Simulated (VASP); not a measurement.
Level of theory: PBEsol GGA, VASP's PBE PAW potentials (set 64) (plane waves; VASP).

VASP ran on this input.

File KPOINTS:
```
Automatic mesh
0
gamma
 18 18 18
0 0 0
```

INCAR:
```
ALGO  =  Normal
EDIFF  =  1E-7
ENCUT  =  400
GGA  =  PS
ISIF  =  2
ISMEAR  =  -5
LASPH  =  .True.
LCHARG  =  .True.
LMAXMIX  =  6
LORBIT  =  11
LREAL  =  .False.
LWAVE  =  .False.
NEDOS  =  601
NELM  =  100
PREC  =  Accurate
SYSTEM  =  W
```

### POSCAR
```
W
1
   -1.5785728218     1.5785728218     1.5785728218
    1.5785728218    -1.5785728218     1.5785728218
    1.5785728218     1.5785728218    -1.5785728218
W
1
Direct
  0.0000000000   0.0000000000   0.0000000000
```

POTCAR, in this order: W_sv (PBE.64 set). Program: vasp_std.

What VASP printed:

### OSZICAR
```
       N       E                     dE             d eps       ncg     rms          rms(c)
DAV:   1     0.643377172288E+02    0.64338E+02   -0.68085E+03  4304   0.122E+03
DAV:   2    -0.131718262009E+02   -0.77510E+02   -0.75162E+02  4611   0.297E+02
DAV:   3    -0.144879874249E+02   -0.13162E+01   -0.13046E+01  4922   0.390E+01
DAV:   4    -0.144941520846E+02   -0.61647E-02   -0.61645E-02  4608   0.293E+00
DAV:   5    -0.144941991613E+02   -0.47077E-04   -0.47081E-04  4829   0.255E-01    0.219E+01
DAV:   6    -0.139536992738E+02    0.54050E+00   -0.61659E-01  4584   0.103E+01    0.875E+00
DAV:   7    -0.138104500077E+02    0.14325E+00   -0.32409E-01  4743   0.697E+00    0.618E-01
DAV:   8    -0.138052037135E+02    0.52463E-02   -0.40565E-03  4407   0.974E-01    0.791E-02
DAV:   9    -0.138051771154E+02    0.26598E-04   -0.12113E-04  4933   0.128E-01    0.449E-02
DAV:  10    -0.138051850165E+02   -0.79011E-05   -0.10705E-05  4628   0.458E-02    0.848E-03
DAV:  11    -0.138051866559E+02   -0.16395E-05   -0.19409E-07  4200   0.503E-03    0.646E-04
DAV:  12    -0.138051863334E+02    0.32251E-06   -0.47797E-09  2352   0.813E-04    0.189E-04
DAV:  13    -0.138051863099E+02    0.23579E-07   -0.50102E-10  2208   0.284E-04
   1 F= -.13805186E+02 E0= -.13805186E+02  d E =0.000000E+00
```

OUTCAR:
```
------------------------ aborting loop because EDIFF is reached ----------------------------------------
  FORCE on cell =-STRESS in cart. coord.  units (eV):
  Direction    XX          YY          ZZ          XY          YZ          ZX
  --------------------------------------------------------------------------------------
  Total       -0.0034597     -0.0034597     -0.0034597     -0.0000000      0.0000000      0.0000000
  in kB       -0.3522810     -0.3522810     -0.3522810     -0.0000000      0.0000000      0.0000000
  external PRESSURE =      -0.3522810 kB  Pullay stress =       0.0000000 kB
  volume of cell :       15.73
      direct lattice vectors                 reciprocal lattice vectors
    -1.578572822  1.578572822  1.578572822     0.000000000  0.316741802  0.316741802
     1.578572822 -1.578572822  1.578572822     0.316741802  0.000000000  0.316741802
     1.578572822  1.578572822 -1.578572822     0.316741802  0.316741802  0.000000000
 POSITION                                       TOTAL-FORCE (eV/Angst)
 -----------------------------------------------------------------------------------
      0.00000      0.00000      0.00000         0.000000      0.000000      0.000000
 -----------------------------------------------------------------------------------
    total drift:                                0.000000      0.000000      0.000000
  FREE ENERGIE OF THE ION-ELECTRON SYSTEM (eV)
  ---------------------------------------------------
  free  energy   TOTEN  =       -13.8051863099 eV

  energy  without entropy=      -13.8051863099  energy(sigma->0) =      -13.80518631

 total charge

# of ion       s       p       d       tot
------------------------------------------
    1        2.406   6.350   3.365  12.120
```
(Selected blocks of OUTCAR.)

For a metal the tetrahedron method with Blöchl corrections gives inexact stress and forces.

The compound is W in the bcc structure. It was relaxed first.
